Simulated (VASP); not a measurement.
Input for VASP

File POSCAR:
```
Fe2O3
9.2808860
  0.4999999844  -0.2496673550   0.0074850790
  0.4999999844   0.2496673550   0.0074850790
  0.3691622035   0.0000000000   0.4196535761
Fe O
4 6
Cartesian
  1.1593892197   0.0000000000   0.3680338838
  0.4748081335  -0.0000000000   0.1507220168
  0.2097729527   0.0000000000   0.0665898502
  0.8943540388  -0.0000000000   0.2839017172
  0.5268716448  -0.0936012248   0.3184827216
  0.5677647487   0.1716342899   0.1896602283
  0.8422905275   0.0936012248   0.1161410125
  0.7523458504   0.0780330651   0.3994870163
  0.8013974237  -0.1716342899   0.2449635057
  0.6168163219  -0.0780330651   0.0351367177
```

**INCAR**
```
# general
SYSTEM   =  Fe2O3
PREC     =  Accurate
ENCUT    =  520
LREAL    =  F
LASPH    =  T

# electronic loop
EDIFF    =  1E-7
NELM     =  100
ALGO     =  Normal
LMAXMIX  =  4

# smearing
ISMEAR   =  -5

# spin
ISPIN    =  2
MAGMOM   =  1.1 -1.1 1.1 -1.1 6*0.0

# ions
ISIF     =  2

# output
LWAVE    =  F
LCHARG   =  T
LORBIT   =  11
NEDOS    =  601

# other
LEFG     =  T
```

**KPOINTS**
```
K-points
0
gamma
9 9 9
```

POTCAR, in this order: Fe O (LDA.64 set). Program: vasp_std.

Problem. Translate this LDA calculation to Quantum ESPRESSO's pw.x.

Solution. One equivalent input (not run):
```
&CONTROL
  calculation = 'scf'
  pseudo_dir = './pseudo'
  outdir = './out'
  tprnfor = .true.
  tstress = .true.
/
&SYSTEM
  ibrav = 0
  nat = 10
  ntyp = 3
  ecutwfc = 90
  occupations = 'tetrahedra'
  input_dft = 'pz'
  nspin = 2
  starting_magnetization(1) = 0.11
  starting_magnetization(2) = -0.11
/
&ELECTRONS
  conv_thr = 7.3e-09
  electron_maxstep = 100
/
ATOMIC_SPECIES
  Fe1 55.845 Fe.upf
  Fe2 55.845 Fe.upf
  O 15.999 O.upf
CELL_PARAMETERS angstrom
     4.6404429   -2.3171343    0.0694682
     4.6404429    2.3171343    0.0694682
     3.4261523    0.0000000    3.8947570
ATOMIC_POSITIONS crystal
  Fe1  0.8467874  0.8467874  0.8467874
  Fe2  0.3467874  0.3467874  0.3467874
  Fe1  0.1532126  0.1532126  0.1532126
  Fe2  0.6532126  0.6532126  0.6532126
  O    0.4374519  0.0625481  0.7500000
  O    0.0625481  0.7500000  0.4374519
  O    0.5625481  0.9374519  0.2500000
  O    0.2500000  0.5625481  0.9374519
  O    0.9374519  0.2500000  0.5625481
  O    0.7500000  0.4374519  0.0625481
K_POINTS automatic
  9 9 9 0 0 0
```
The two are equivalent in intent, not identical: the potentials are each code's own (VASP's PAW set, PseudoDojo norm-conserving files in pw.x), so ENCUT and ecutwfc are chosen apart and not converted; conv_thr bounds pw.x's estimated SCF error, while EDIFF bounds the energy change between steps; starting_magnetization is a fraction of the valence charge and MAGMOM a moment in μB, so they match only roughly; the field gradients of LEFG aren't asked of the other code.

The compound is Fe2O3 in the corundum structure. It was relaxed first, which changed the volume by -18 %.
